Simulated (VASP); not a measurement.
Energy against volume of GaSb (zinc blende). Level of theory: RPBE GGA, VASP's PBE PAW potentials (set 64) (plane waves; VASP). Settings: 520 eV cut-off, 10×10×10 Γ-centred mesh, first-order Methfessel-Paxton smearing of 0.10 eV, potentials Ga_d Sb.

```
V (Å³/atom)  E (eV/atom)
-----------  -----------
30.145          -3.35230
31.078          -3.35587
32.010          -3.35243
32.942          -3.34311
```

### Question
Fit these four points and predict the energy of the run at 29.213 Å³/atom.

### Answer
A cubic in V^(−2/3), the third-order Birch-Murnaghan form, passes through the four points with V0 = 31.06 Å³/atom and B0 = 40 GPa, and gives -3.3404 eV/atom there. The run gave -3.3404 eV/atom, +0.0 meV/atom from the fit; all five points give B0 = 40 GPa.

The compound is GaSb in the zinc blende structure. It was relaxed first, which changed the volume by +9 %.
